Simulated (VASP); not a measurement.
Consider the following.

```
CELL_PARAMETERS angstrom
      0.00000     3.14922     3.14922
      3.14922     0.00000     3.14922
      3.14922     3.14922     0.00000
ATOMIC_POSITIONS crystal
  Sn 0.00000 0.00000 0.00000
  Te 0.50000 0.50000 0.50000
```

These are AM05 GGA, VASP's PBE PAW potentials (set 64) (plane waves; VASP) values and carry that method's errors. Settings: 520 eV cut-off, Gaussian smearing of 0.050 eV, potentials Sn_d Te.

Unless said otherwise, spin-orbit coupling is left out, though it shifts the bands of the heavy elements here.

Problem. Estimate the band gap (along the path) with the smallest direct gap where there is one.

Solution. 
```json
{
 "band gap (along the path)": "0.08 eV",
 "smallest direct gap (along the path)": "0.12 eV"
}
```

The compound is SnTe in the rock salt structure, which distorts at low temperature. It was relaxed first.
